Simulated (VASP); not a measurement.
VASP ran on this input.

### INCAR
```
# general
SYSTEM  =  Na2S
PREC    =  Accurate
ENCUT   =  520
LREAL   =  .FALSE.
LASPH   =  .TRUE.

# electronic loop
EDIFF   =  1E-7
NELM    =  100
ALGO    =  Normal

# smearing
ISMEAR  =  -5

# functional
GGA     =  RE

# ions
ISIF    =  2

# output
LWAVE   =  .FALSE.
LCHARG  =  .TRUE.
LORBIT  =  11
NEDOS   =  601

# other
LEFG    =  .TRUE.
```

### KPOINTS
```
Automatic
0
G
7 7 7
```

POSCAR:
```
Na2S
1
    0.0000000000     3.3335291572     3.3335291572
    3.3335291572     0.0000000000     3.3335291572
    3.3335291572     3.3335291572     0.0000000000
Na S
2 1
Direct
  0.2500000000   0.2500000000   0.2500000000
  0.7500000000   0.7500000000   0.7500000000
  0.0000000000   0.0000000000   0.0000000000
```

POTCAR, in this order: Na_pv S (PBE.64 set). Program: vasp_std.

Q: Write an equivalent input for Ansatz.

A: One equivalent input (not run):
Ansatz 0.2 input:
```yaml
crystal:
  lattice:
    - [0.0000000, 3.3335292, 3.3335292]
    - [3.3335292, 0.0000000, 3.3335292]
    - [3.3335292, 3.3335292, 0.0000000]
  atoms:
    - { symbol: Na, position: [0.2500000, 0.2500000, 0.2500000] }
    - { symbol: Na, position: [0.7500000, 0.7500000, 0.7500000] }
    - { symbol: S, position: [0.0000000, 0.0000000, 0.0000000] }
kpoints:
  mp_grid: { grid: [7, 7, 7] }
hamiltonian:
  xc: revpbe
  pseudopotentials: { kind: paw }
scf:
  occupations: { method: tetrahedron }
  max_iter: 100
output: { forces: true, stress: true, eigenvalues: true }
```
What does not carry over: each code has its own PAW files, so the cut-off isn't converted (ENCUT is set for VASP's; basis.ecutwfc is left out, and Ansatz then takes the one that its files recommend); Ansatz stops its SCF on the density residual and VASP on the energy change (EDIFF); the field gradients of LEFG aren't asked of the other code.

The compound is Na2S in the antifluorite structure. It was relaxed first, which changed the volume by +6 %.
